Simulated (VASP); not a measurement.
# BaTiO3: the band gap up a ladder of functionals, part 2 of 2

How does the gap of BaTiO3 depend on the functional? The start is a cell from a database of measured crystal structures.

VASP 6.6.1, plane waves and PAW; the level of theory is named at each step.

So far, least gap on mesh and path (eV): step 2 (bands, level LDA, k 4×4×4) 1.63; step 4 (bands, level PBE, k 4×4×4) 1.72; step 5 (bands, level r2SCAN, k 4×4×4) 2.11; step 7 (bands, level AM05, k 4×4×4) 1.67; step 9 (bands, level HSE06, k 4×4×4) 3.14.

## 10. Bands with HSEsol, k 4×4×4

This step: HSEsol; plane waves and PAW (Ba_sv, Ti_sv, O) (VASP 6.6.1).

HSEsol is the screened hybrid built on PBEsol.

Input file INCAR:

```
SYSTEM = BaTiO3
PREC = Accurate
ENCUT = 520
EDIFF = 1E-06
NELM = 100
ISMEAR = 0
SIGMA = 0.02
LREAL = .FALSE.
ALGO = Normal
LHFCALC = .TRUE.
AEXX = 0.25
GGA = PS
HFSCREEN = 0.2
LASPH = .TRUE.
NBANDS = 26
PRECFOCK = Fast
LORBIT = 11
LWAVE = .FALSE.
LCHARG = .FALSE.
KPAR = 8
```

Input file POSCAR:

```
BaTiO3
1.0
    4.0060000000      0.0000000000      0.0000000000
    0.0000000000      4.0060000000      0.0000000000
    0.0000000000      0.0000000000      4.0060000000
Ba Ti O
1 1 3
Direct
    0.5000000000      0.5000000000      0.5000000000
    0.0000000000      0.0000000000      0.0000000000
    0.5000000000      0.0000000000      0.0000000000
    0.0000000000      0.5000000000      0.0000000000
    0.0000000000      0.0000000000      0.5000000000
```

Input file KPOINTS:

```
Automatic mesh
0
Gamma
4 4 4
0 0 0
```

Input file KPOINTS_OPT:

```
Line mode
6
Line-mode
Reciprocal
  0.00000000   0.00000000   0.00000000 GAMMA
  0.00000000   0.50000000   0.00000000 X

  0.00000000   0.50000000   0.00000000 X
  0.50000000   0.50000000   0.00000000 M

  0.50000000   0.50000000   0.00000000 M
  0.00000000   0.00000000   0.00000000 GAMMA

  0.00000000   0.00000000   0.00000000 GAMMA
  0.50000000   0.50000000   0.50000000 R

  0.50000000   0.50000000   0.50000000 R
  0.00000000   0.50000000   0.00000000 X

  0.50000000   0.50000000   0.00000000 M
  0.50000000   0.50000000   0.50000000 R
```

PAW data sets: Ba_sv, Ti_sv and O (PBE family, release 64).

Started as:

```
$ mpirun -np 8 vasp_std
```

Elapsed: 15 min, on 8 MPI ranks of AMD EPYC 7R43, shared host; peak memory 2.2 GiB; 1.9 h of CPU time.

Electronic bands along the path, in eV, zero at the valence-band top; v1 is the highest filled band, c1 the lowest empty one:

```csv
point,v4,v3,v2,v1,c1,c2,c3,c4
Γ,-1.18,-0.12,-0.12,-0.12,3.09,3.09,3.09,5.26
0.40 of the way,-1.51,-1.02,-0.38,-0.38,3.15,3.83,3.83,5.26
X,-1.95,-1.95,-0.77,-0.77,3.27,5.04,5.04,5.27
0.60 of the way,-1.58,-1.30,-1.14,-0.37,4.48,5.05,5.29,6.08
M,-1.94,-0.93,-0.93,-0.09,5.05,5.05,5.57,6.20
0.40 of the way,-1.61,-1.27,-1.04,-0.43,4.40,4.52,4.88,6.00
Γ,-1.18,-0.12,-0.12,-0.12,3.09,3.09,3.09,5.26
0.40 of the way,-2.18,-0.81,-0.72,-0.72,4.25,4.28,4.28,6.83
R,-2.55,0.00,0.00,0.00,5.84,5.84,5.84,8.26
0.40 of the way,-2.48,-0.75,-0.49,-0.32,5.13,5.45,5.45,7.97
X,-1.95,-1.95,-0.77,-0.77,3.27,5.04,5.04,5.27
jump to M,-1.94,-0.93,-0.93,-0.09,5.05,5.05,5.57,6.20
0.40 of the way,-2.70,-0.70,-0.70,-0.06,5.30,5.30,5.66,7.34
R,-2.55,0.00,0.00,0.00,5.84,5.84,5.84,8.26
```

Of the projections kept (Ba, Ti, O), the largest for each band there; the rest of the weight can lie on other orbitals:

```csv
point,v4,v3,v2,v1,c1,c2,c3,c4
Γ,O 1.00,O 0.94,O 0.94,O 0.94,Ti 0.96,Ti 0.96,Ti 0.96,Ti 0.95
X,O 0.73,O 0.73,O 0.93,O 0.93,Ti 1.00,Ti 0.83,Ti 0.83,Ti 0.95
M,O 0.85,O 0.87,O 0.87,O 0.98,Ti 0.84,Ti 0.84,Ti 0.87,Ti 0.89
Γ,O 1.00,O 0.94,O 0.94,O 0.94,Ti 0.96,Ti 0.96,Ti 0.96,Ti 0.95
R,O 0.57,O 1.00,O 1.00,O 1.00,Ti 0.84,Ti 0.84,Ti 0.84,Ba 0.83
X,O 0.73,O 0.73,O 0.93,O 0.93,Ti 1.00,Ti 0.83,Ti 0.83,Ti 0.95
```

The gap is 3.09 eV, indirect, from R to Γ. Against LDA that is +1.46 eV; this run took 27 times the core time, on fewer points of the path.

## 11. Dielectric constant for the exchange share

This step: PBE; plane waves and PAW (Ba_sv, Ti_sv, O) (VASP 6.6.1).

The share of exact exchange of the next level is the inverse of the dielectric constant, which this PBE response run supplies.

Input file INCAR:

```
SYSTEM = BaTiO3
PREC = Accurate
ENCUT = 520
EDIFF = 1E-08
NELM = 100
ISMEAR = 0
SIGMA = 0.01
LREAL = .FALSE.
ALGO = Normal
GGA = PE
NBANDS = 26
LASPH = .TRUE.
LORBIT = 11
LWAVE = .FALSE.
LCHARG = .FALSE.
KPAR = 8
LEPSILON = .TRUE.
```

POSCAR is that of step 10.

Input file KPOINTS:

```
Automatic mesh
0
Gamma
10 10 10
0 0 0
```

Started as:

```
$ mpirun -np 8 vasp_std
```

Run time: 7.9 min. Hardware: 8 MPI ranks; peak memory 4.6 GiB.

Energies printed during the response cycles are not total energies of the cell. The dielectric response converges more slowly with the mesh than energies do, so tensor and charges may still move on a finer one. At this level the cell is under a pressure of 3.4 GPa, so at these settings it is away from equilibrium.

This step gave:

```yaml
irreducible_k_points: 56
fermi_energy: 3.890 eV
pressure: 3.422 GPa
gap_on_the_k_mesh: 1.740 eV
least_direct_gap_on_the_k_mesh: 1.889 eV
```

Electronic dielectric tensor with local fields:

```
6.74 0.00 0.00
0.00 6.74 0.00
0.00 0.00 6.74
```

Born effective charge (e), principal values of the symmetric part by kind of site:

```csv
atom,atoms with these values,low,middle,high,mean
Ba1,1,2.75,2.75,2.75,2.75
Ti2,1,7.43,7.43,7.43,7.43
O3,3,-5.90,-2.14,-2.14,-3.39
```

In full for O3:

```
-5.90  0.00  0.00
 0.00 -2.14  0.00
 0.00  0.00 -2.14
```

The Born charges sum to zero; the printed set may have that rule imposed, so this is no test.

## 12. Bands with r2SCAN-EpsX, k 4×4×4

This step: r2SCAN-EpsX, exact-exchange share 1/6.736; plane waves and PAW (Ba_sv, Ti_sv, O) (VASP 6.6.1).

Here the share of exact exchange is set to the inverse of the computed dielectric constant, since screening weakens exchange.

Input file INCAR:

```
SYSTEM = BaTiO3
PREC = Accurate
ENCUT = 520
EDIFF = 1E-06
NELM = 100
ISMEAR = 0
SIGMA = 0.02
LREAL = .FALSE.
ALGO = Normal
LHFCALC = .TRUE.
AEXX = 0.148
METAGGA = R2SCAN
LASPH = .TRUE.
NBANDS = 26
PRECFOCK = Fast
HFRCUT = -1
LORBIT = 11
LWAVE = .FALSE.
LCHARG = .FALSE.
KPAR = 8
```

POSCAR is that of step 11.

Input file KPOINTS:

```
Automatic mesh
0
Gamma
4 4 4
0 0 0
```

KPOINTS_OPT is that of step 10.

Started as:

```
$ mpirun -np 8 vasp_std
```

Elapsed: 16 min, on 8 MPI ranks; peak memory 1.4 GiB; 2.1 h of CPU time.

The share of exact exchange rests on that dielectric constant; a constant that is too large makes it too small.

Electronic bands along the path, in eV, zero at the valence-band top; v1 is the highest filled band, c1 the lowest empty one:

```csv
point,v4,v3,v2,v1,c1,c2,c3,c4
Γ,-1.16,-0.14,-0.14,-0.14,3.32,3.32,3.32,5.34
0.40 of the way,-1.47,-0.99,-0.39,-0.39,3.37,4.02,4.02,5.34
X,-1.89,-1.89,-0.76,-0.76,3.48,5.15,5.15,5.35
0.60 of the way,-1.54,-1.28,-1.13,-0.36,4.62,5.16,5.40,6.18
M,-1.89,-0.91,-0.91,-0.09,5.16,5.16,5.66,6.30
0.40 of the way,-1.57,-1.24,-1.02,-0.43,4.55,4.66,5.02,6.09
Γ,-1.16,-0.14,-0.14,-0.14,3.32,3.32,3.32,5.34
0.40 of the way,-2.10,-0.79,-0.71,-0.71,4.41,4.45,4.45,6.90
R,-2.50,0.00,0.00,0.00,5.91,5.91,5.91,8.67
0.40 of the way,-2.42,-0.73,-0.48,-0.31,5.25,5.54,5.55,8.05
X,-1.89,-1.89,-0.76,-0.76,3.48,5.15,5.15,5.35
jump to M,-1.89,-0.91,-0.91,-0.09,5.16,5.16,5.66,6.30
0.40 of the way,-2.63,-0.68,-0.68,-0.06,5.40,5.40,5.75,7.44
R,-2.50,0.00,0.00,0.00,5.91,5.91,5.91,8.67
```

Of the projections kept (Ba, Ti, O), the largest for each band there; the rest of the weight can lie on other orbitals:

```csv
point,v4,v3,v2,v1,c1,c2,c3,c4
Γ,O 1.00,O 0.94,O 0.94,O 0.94,Ti 0.97,Ti 0.97,Ti 0.97,Ti 0.96
X,O 0.74,O 0.74,O 0.94,O 0.94,Ti 1.00,Ti 0.84,Ti 0.84,Ti 0.96
M,O 0.86,O 0.88,O 0.88,O 0.98,Ti 0.85,Ti 0.85,Ti 0.88,Ti 0.89
Γ,O 1.00,O 0.94,O 0.94,O 0.94,Ti 0.97,Ti 0.97,Ti 0.97,Ti 0.96
R,O 0.59,O 1.00,O 1.00,O 1.00,Ti 0.84,Ti 0.84,Ti 0.84,Ba 0.84
X,O 0.74,O 0.74,O 0.94,O 0.94,Ti 1.00,Ti 0.84,Ti 0.84,Ti 0.96
```

The gap is 3.32 eV, indirect, from R to Γ. Against LDA that is +1.69 eV; this run took 29 times the core time, on fewer points of the path.

## 13. Bands with PBE + SOC

This step: PBE, spin-orbit coupling; plane waves and PAW (Ba_sv, Ti_sv, O) (VASP 6.6.1).

Spin-orbit coupling needs spinors and the noncollinear program, where each band holds one electron.

Input file INCAR:

```
SYSTEM = BaTiO3
PREC = Accurate
ENCUT = 520
EDIFF = 1E-06
NELM = 100
ISMEAR = 0
SIGMA = 0.02
LREAL = .FALSE.
ALGO = Normal
GGA = PE
LNONCOLLINEAR = .TRUE.
MAGMOM = 0 0 0 0 0 0 0 0 0 0 0 0 0 0 0
NBANDS = 52
GGA_COMPAT = .FALSE.
LASPH = .TRUE.
LSORBIT = .TRUE.
LMAXMIX = 4
LORBIT = 11
LWAVE = .FALSE.
LCHARG = .FALSE.
KPAR = 8
```

POSCAR is that of step 12.

Input file KPOINTS:

```
Automatic mesh
0
Gamma
5 5 5
0 0 0
```

Changes to KPOINTS_OPT since step 12:

```diff
@@ -1,3 +1,3 @@
 Line mode
-6
+16
 Line-mode
```

Started as:

```
$ mpirun -np 8 vasp_ncl
```

It took 1.9 min on 8 MPI ranks; peak memory 2.5 GiB.

Electronic bands along the path, in eV, zero at the valence-band top; v1 is the highest filled band, c1 the lowest empty one:

```csv
point,v4,v3,v2,v1,c1,c2,c3,c4
Γ,-0.10,-0.10,-0.10,-0.10,1.72,1.72,1.72,1.72
0.47 of the way,-0.48,-0.48,-0.42,-0.42,1.80,1.80,2.59,2.59
X,-0.74,-0.74,-0.70,-0.70,1.89,1.89,3.45,3.45
0.53 of the way,-1.10,-1.10,-0.45,-0.45,2.82,2.82,3.46,3.46
M,-0.80,-0.80,-0.10,-0.10,3.46,3.46,3.48,3.48
0.47 of the way,-0.99,-0.99,-0.47,-0.47,2.74,2.74,2.86,2.86
Γ,-0.10,-0.10,-0.10,-0.10,1.72,1.72,1.72,1.72
0.47 of the way,-0.69,-0.69,-0.64,-0.64,3.01,3.01,3.03,3.03
R,0.00,0.00,0.00,0.00,4.13,4.13,4.13,4.13
0.47 of the way,-0.56,-0.56,-0.43,-0.43,3.35,3.35,3.71,3.71
X,-0.74,-0.74,-0.70,-0.70,1.89,1.89,3.45,3.45
jump to M,-0.80,-0.80,-0.10,-0.10,3.46,3.46,3.48,3.48
0.47 of the way,-0.56,-0.56,-0.06,-0.06,3.74,3.74,3.74,3.74
R,0.00,0.00,0.00,0.00,4.13,4.13,4.13,4.13
```

Of the projections kept (Ba, Ti, O), the largest for each band there; the rest of the weight can lie on other orbitals:

```csv
point,v4,v3,v2,v1,c1,c2,c3,c4
Γ,O 0.94,O 0.94,O 0.94,O 0.94,Ti 0.97,Ti 0.97,Ti 0.97,Ti 0.97
X,O 0.94,O 0.94,O 0.94,O 0.94,Ti 1.00,Ti 1.00,Ti 0.81,Ti 0.81
M,O 0.87,O 0.87,O 0.97,O 0.97,Ti 0.82,Ti 0.82,Ti 0.82,Ti 0.82
Γ,O 0.94,O 0.94,O 0.94,O 0.94,Ti 0.97,Ti 0.97,Ti 0.97,Ti 0.97
R,O 1.00,O 1.00,O 1.00,O 1.00,Ti 0.82,Ti 0.82,Ti 0.82,Ti 0.82
X,O 0.94,O 0.94,O 0.94,O 0.94,Ti 1.00,Ti 1.00,Ti 0.81,Ti 0.81
```

The gap is 1.72 eV, indirect, from R to Γ. That is the gap of PBE again, on another mesh; this run took 2.6 times the core time.

## 14. Bands with TB-mBJ + SOC

This step: TB-mBJ, spin-orbit coupling; plane waves and PAW (Ba_sv, Ti_sv, O) (VASP 6.6.1).

Changes to INCAR since step 13:

```diff
@@ -4,3 +4,3 @@
 EDIFF = 1E-06
-NELM = 100
+NELM = 150
 ISMEAR = 0
@@ -9,3 +9,4 @@
 ALGO = Normal
-GGA = PE
+METAGGA = MBJ
+LASPH = .TRUE.
 LNONCOLLINEAR = .TRUE.
@@ -14,3 +15,2 @@
 GGA_COMPAT = .FALSE.
-LASPH = .TRUE.
 LSORBIT = .TRUE.
```

POSCAR is that of step 13.

KPOINTS is that of step 13.

KPOINTS_OPT is that of step 13.

Started as:

```
$ mpirun -np 8 vasp_ncl
```

It took 9.1 min on 8 MPI ranks; peak memory 3 GiB.

The electronic loop ended without reaching EDIFF, so its numbers are not used.

## 15. The ladder as a table

This step: ladder of functionals on one cell; plane waves and PAW (VASP 6.6.1).

Derived from the runs above.

A gap of 0 means none; cost is the wall time of each run, as given at its step, times its ranks, without the set-up around it. Results by level, by row:

```csv
level,gap (eV),least direct gap (eV),pressure (GPa),cost (core minutes)
LDA,1.629,1.771,-7.17,4.4
PBEsol,1.675,1.823,-2.76,4.67
PBE,1.721,1.869,3.48,5.87
r2SCAN,2.11,2.269,0.38,14.9
AM05,1.675,1.823,-2.04,4.53
HSE06,3.141,3.263,-,111
HSEsol,3.088,3.211,-,117
r2SCAN-EpsX,3.317,3.454,-,129
PBE + SOC,1.719,1.824,3.41,15.3
```

## 16. What came out

* gap, LDA: 1.63 eV
* gap, PBEsol: 1.68 eV
* gap, PBE: 1.72 eV
* gap, r2SCAN: 2.11 eV
* gap, AM05: 1.67 eV
* gap, HSE06: 3.14 eV
* gap, HSEsol: 3.09 eV
* gap, r2SCAN-EpsX: 3.32 eV
* gap, PBE + SOC: 1.72 eV

**Reading.** For BaTiO3, without spin-orbit coupling, the functional decides between a gap of 1.63 eV (LDA) and 3.32 eV (r2SCAN-EpsX), while across these levels the cost spans a factor of 29. HSE06 moves the gap by +1.42 eV from PBE, at about 19 times the core time, though on fewer points of the path. On r2SCAN the gap grows with the share of exact exchange: 2.11 eV at none, 3.32 eV at 0.15. Spin-orbit coupling changes the PBE gap by -0.00 eV (the two runs use different meshes). Adding the spin-orbit shift of PBE (-0.00 eV) to levels run without it gives estimates of 3.14 eV for HSE06, 3.09 eV for HSEsol and 3.32 eV for r2SCAN-EpsX; the shift need not carry over unchanged. All levels use one geometry, and one mesh but for spin-orbit runs, kept coarse to afford the hybrids, so no gap here is fully converged. Costs come from a shared host, and the hybrids use PRECFOCK = Fast. Not obtained: TB-mBJ, because the run did not converge. Not obtained: TB-mBJ + SOC, because the run did not converge. These are single-particle gaps of a static lattice, without excitons or temperature.

[Lines on the potential files, build, host, timing and source positions are cut from VASP's logs without a mark.]

[Logs are printed without paths, hosts, clocks, repeated set-up lines and the standing remarks that a program may print on its own settings, such as how far it seeks lower states.]

[Hosts, paths, dates, database ids (printed as entryN), source tags and the programs' standing remarks are cut or masked in the printed files.]

[A measured line is paired with the nearest computed mode of its activity, which favours agreement.]
